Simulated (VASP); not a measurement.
Output of a VASP run:

OSZICAR:
```
       N       E                     dE             d eps       ncg     rms          rms(c)
DAV:   1     0.115065333844E+03    0.11507E+03   -0.83417E+03   520   0.121E+03
DAV:   2     0.546203641503E+01   -0.10960E+03   -0.10436E+03   575   0.267E+02
DAV:   3     0.100186122794E+01   -0.44602E+01   -0.44409E+01   615   0.565E+01
DAV:   4     0.958358261850E+00   -0.43503E-01   -0.43495E-01   716   0.518E+00
DAV:   5     0.958144788498E+00   -0.21347E-03   -0.21347E-03   638   0.310E-01    0.790E+00
DAV:   6     0.117195808094E+01    0.21381E+00   -0.51274E-01   595   0.105E+01    0.623E+00
DAV:   7     0.117959219889E+01    0.76341E-02   -0.11711E-01   580   0.268E+00    0.216E+00
DAV:   8     0.118054258051E+01    0.95038E-03   -0.11609E-02   545   0.147E+00    0.635E-01
DAV:   9     0.118057840707E+01    0.35827E-04   -0.81857E-04   560   0.364E-01    0.130E-01
DAV:  10     0.118056311814E+01   -0.15289E-04   -0.92907E-05   600   0.104E-01    0.464E-02
DAV:  11     0.118055454009E+01   -0.85781E-05   -0.27236E-05   560   0.512E-02    0.349E-02
DAV:  12     0.118055614620E+01    0.16061E-05   -0.43327E-06   555   0.219E-02    0.168E-02
DAV:  13     0.118055615117E+01    0.49706E-08   -0.26491E-07   285   0.375E-03
   1 F= 0.11805562E+01 E0= 0.11806686E+01  d E =0.118056E+01
       N       E                     dE             d eps       ncg     rms          rms(c)
DAV:   1    -0.656018933916E+00   -0.18366E+01   -0.38815E+01   540   0.783E+01    0.145E+01
DAV:   2     0.886102951515E+00    0.15421E+01   -0.37318E+00   535   0.283E+01    0.485E+00
DAV:   3     0.107521883456E+01    0.18912E+00   -0.40912E-01   545   0.651E+00    0.465E+00
DAV:   4     0.112304968135E+01    0.47831E-01   -0.65695E-02   550   0.167E+00    0.134E+00
DAV:   5     0.112668308641E+01    0.36334E-02   -0.64138E-03   548   0.802E-01    0.724E-01
DAV:   6     0.112686930313E+01    0.18622E-03   -0.80205E-04   520   0.234E-01    0.421E-01
DAV:   7     0.112710367623E+01    0.23437E-03   -0.60181E-04   600   0.295E-01    0.293E-02
DAV:   8     0.112709435351E+01   -0.93227E-05   -0.72215E-05   530   0.838E-02    0.375E-02
DAV:   9     0.112709405789E+01   -0.29561E-06   -0.24342E-06   602   0.128E-02
   2 F= 0.11270941E+01 E0= 0.11272065E+01  d E =-.534621E-01
       N       E                     dE             d eps       ncg     rms          rms(c)
DAV:   1     0.996173695336E+00   -0.13092E+00   -0.25355E+00   565   0.189E+01    0.246E+00
DAV:   2     0.110918706819E+01    0.11301E+00   -0.31032E-01   550   0.817E+00    0.761E-01
DAV:   3     0.111960204574E+01    0.10415E-01   -0.33870E-02   540   0.168E+00    0.744E-01
DAV:   4     0.112103615919E+01    0.14341E-02   -0.35192E-03   550   0.503E-01    0.137E-01
DAV:   5     0.112116102814E+01    0.12487E-03   -0.50242E-04   548   0.284E-01    0.133E-01
DAV:   6     0.112115630483E+01   -0.47233E-05   -0.10968E-04   540   0.106E-01    0.544E-02
DAV:   7     0.112116270050E+01    0.63957E-05   -0.18583E-05   535   0.528E-02    0.110E-02
DAV:   8     0.112116243573E+01   -0.26477E-06   -0.12080E-06   315   0.101E-02
   3 F= 0.11211624E+01 E0= 0.11212749E+01  d E =-.593937E-01
```

### OUTCAR
```
------------------------ aborting loop because EDIFF is reached ----------------------------------------
  FORCE on cell =-STRESS in cart. coord.  units (eV):
  Direction    XX          YY          ZZ          XY          YZ          ZX
  --------------------------------------------------------------------------------------
  Total        0.0062431      0.0062431      0.0062431     -0.0000000     -0.0000000     -0.0000000
  in kB        0.1368745      0.1368745      0.1368745     -0.0000000     -0.0000000     -0.0000000
  external PRESSURE =       0.1368745 kB  Pullay stress =       0.0000000 kB
  volume of cell :       73.08
      direct lattice vectors                 reciprocal lattice vectors
    -0.000000000  3.318336883  3.318336883    -0.150677890  0.150677890  0.150677890
     3.318336883 -0.000000000  3.318336883     0.150677890 -0.150677890  0.150677890
     3.318336883  3.318336883 -0.000000000     0.150677890  0.150677890 -0.150677890
 POSITION                                       TOTAL-FORCE (eV/Angst)
 -----------------------------------------------------------------------------------
      0.00000      0.00000      0.00000        -0.000000     -0.000000     -0.000000
      1.65917      1.65917      1.65917         0.000000      0.000000      0.000000
 -----------------------------------------------------------------------------------
    total drift:                                0.000000      0.000000      0.000000
  FREE ENERGIE OF THE ION-ELECTRON SYSTEM (eV)
  ---------------------------------------------------
  free  energy   TOTEN  =         1.1211624357 eV

  energy  without entropy=        1.1213873081  energy(sigma->0) =        1.12127487

 reached required accuracy - stopping structural energy minimisation
```
(Selected blocks of OUTCAR.)

### POSCAR
```
HgTe
1
    0.0000000000     3.2300000000     3.2300000000
    3.2300000000     0.0000000000     3.2300000000
    3.2300000000     3.2300000000     0.0000000000
Hg Te
1 1
Direct
  0.0000000000   0.0000000000   0.0000000000
  0.2500000000   0.2500000000   0.2500000000
```

Task: Write an INCAR and KPOINTS that could have produced this output.

Result: One answer among several that fit: the input of the run itself, optB88-vdW, plane waves, VASP's PBE PAW potentials (set 64).

KPOINTS:
```
Automatic mesh
0
Gamma
7 7 7
0 0 0
```

INCAR:
```
AGGAC  =  0.0
ALGO  =  Normal
EDIFF  =  1E-6
EDIFFG  =  -0.01
ENCUT  =  520
GGA  =  BO
IBRION  =  2
ISIF  =  3
ISMEAR  =  0
LASPH  =  .TRUE.
LCHARG  =  .FALSE.
LMAXMIX  =  6
LREAL  =  .FALSE.
LUSE_VDW  =  .TRUE.
LWAVE  =  .FALSE.
NELM  =  100
NSW  =  60
PARAM1  =  0.1833333333
PARAM2  =  0.22
PREC  =  Accurate
SIGMA  =  0.05
SYSTEM  =  HgTe
```

POTCAR, in this order: Hg Te (PBE.64 set). Program: vasp_std.

Energy and stress use the plane-wave basis of the starting cell.

The compound is HgTe in the zinc blende structure. This run relaxes it. Symmetry was kept, so distortions that lower it aren't found.
